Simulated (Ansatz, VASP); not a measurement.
One calculation of HPbNO4, two programs

The input INCAR:

```
PREC = Accurate
ENCUT = 520
EDIFF = 1E-7
ISMEAR = -1
SIGMA = 0.05
LREAL = F
LASPH = T
NELM = 60
ALGO = Normal
ISIF = 2
LWAVE = F
LCHARG = F
GGA = PE
NBANDS = 31
KPAR = 4
```

Contents of KPOINTS:

```
Automatic mesh
0
Gamma
  7 6 5
```

POSCAR

```
HPbNO4
1.0
    3.9327180290      0.0018149108     -0.0372974370
    0.1769334131      4.4193690330     -0.0167930232
    0.7728971078      0.8551798626      5.9918771045
H Pb N O
1 1 1 4
Direct
    0.6151100000      0.8955900000      0.1984400000
    0.6459700000      0.4465100000      0.9168500000
    0.7147400000      0.2381000000      0.5005800000
    0.1695800000      0.4700700000      0.7776800000
    0.6291900000      0.9704500000      0.4984500000
    0.5642400000      0.9258300000      0.0384900000
    0.7802200000      0.4225000000      0.3195100000
```

input.yaml

```yaml
crystal:
  lattice:
    - [3.932718029, 0.0018149108, -0.037297437]
    - [0.1769334131, 4.419369033, -0.0167930232]
    - [0.7728971078, 0.8551798626, 5.9918771045]
  atoms:
    - { symbol: H, position: [0.61511, 0.89559, 0.19844] }
    - { symbol: Pb, position: [0.64597, 0.44651, 0.91685] }
    - { symbol: "N", position: [0.71474, 0.2381, 0.50058] }
    - { symbol: O, position: [0.16958, 0.47007, 0.77768] }
    - { symbol: O, position: [0.62919, 0.97045, 0.49845] }
    - { symbol: O, position: [0.56424, 0.92583, 0.03849] }
    - { symbol: O, position: [0.78022, 0.4225, 0.31951] }
hamiltonian:
  xc: pbe
  pseudopotentials: { kind: paw }
kpoints:
  mp_grid: { grid: [7, 6, 5] }
scf:
  occupations: { method: fermi_dirac, width: 0.05 }
output:
  forces: true
  stress: true
  eigenvalues: true
```

Change from the starting cell: volume scaled by 1.06.

Alike in both runs: task single point; functional PBE; k mesh 7 × 6 × 5; occupations fermi-dirac, width 0.05 eV; no spin polarisation.

|  | VASP | Ansatz |
| --- | --- | --- |
| version | VASP 6.6.1 | Ansatz 0.2.0 |
| potentials or method | VASP PAW PBE potentials, release 64 (H, Pb_d, N, O) | Ansatz PAW |
| plane-wave cutoff (eV) | 520 | 420 |
| valence electrons in the cell | 44 | 44 |

Ansatz gave:

```
gap on the k mesh at the Fermi level (eV)       : 0.30
least direct gap on the mesh (eV)               : 0.48
pressure (GPa)                                  : -4.7
largest component of the traceless stress (GPa) : 1.29
rms of the force components (eV/Å)              : 0.587
```

Q: Estimate VASP's values.

A: gap on the k mesh at the Fermi level (eV): 0.30; least direct gap on the mesh (eV): 0.48; pressure (GPa): -4.3; largest component of the traceless stress (GPa): 0.92; rms of the force components (eV/Å): 0.437.

Atom by atom the forces differ by 0.159 eV/Å (rms over components). With one functional, cell and mesh, what is left measures potentials, basis and numerics.

Caveats: spin-orbit coupling is left out, which as a rule narrows the gap of such compounds by several tenths of an eV; forces of over 1 eV/Å show positions far from the minimum, so gaps and moduli don't describe the material at rest; the standard files for N, O and F lose accuracy on very short bonds (VASP); an odd mesh through Γ misses points on the zone boundary, where band edges often lie (VASP); odd divisions of the mesh miss points on the zone boundary, where band edges often lie, so the gap on the mesh can be too wide (Ansatz); the pressure holds a Pulay correction of +0.6 GPa for the finite cutoff (Ansatz).
